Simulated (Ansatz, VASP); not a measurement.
TaCN: VASP beside Ansatz

```
CELL_PARAMETERS angstrom
3.02326 0.00000 0.00000
0.00000 3.02326 0.00000
0.00000 0.00000 6.97756
ATOMIC_POSITIONS crystal
C 0.00000 0.50000 0.87786
C 0.50000 0.00000 0.12214
Ta 0.00000 0.50000 0.19208
Ta 0.50000 0.00000 0.80792
N 0.00000 0.50000 0.67076
N 0.50000 0.00000 0.32924
```

Alike in both runs: functional r2SCAN; k mesh 9 × 9 × 4; no spin polarisation.

Ansatz relaxed the structure, and its values are those at the end. VASP's run is a single point on that final structure, the one shown.

```csv
,VASP,Ansatz
version,VASP 6.6.1,Ansatz 0.2.0
potentials or method,"VASP PAW PBE potentials, release 64 (C, Ta_pv, N)",PAW plane waves
plane-wave cutoff (eV),520,500
occupations,"fermi-dirac, width 0.1 eV",fermi-dirac
valence electrons in the cell,40,44
```

VASP gave:

```
pressure (GPa)                     : 1.6
rms of the force components (eV/Å) : 0.072
```

Q: What did Ansatz give for the same quantities?

A: Pressure (GPa): 0.0; rms of the force components (eV/Å): 0.000.

The two sets of potentials don't hold the same shells in valence.

Caveats: the PAW data sets were made with another functional, which shifts forces and pressure a little (VASP). The runs have no spin-orbit coupling, so splittings on Ta are missing.
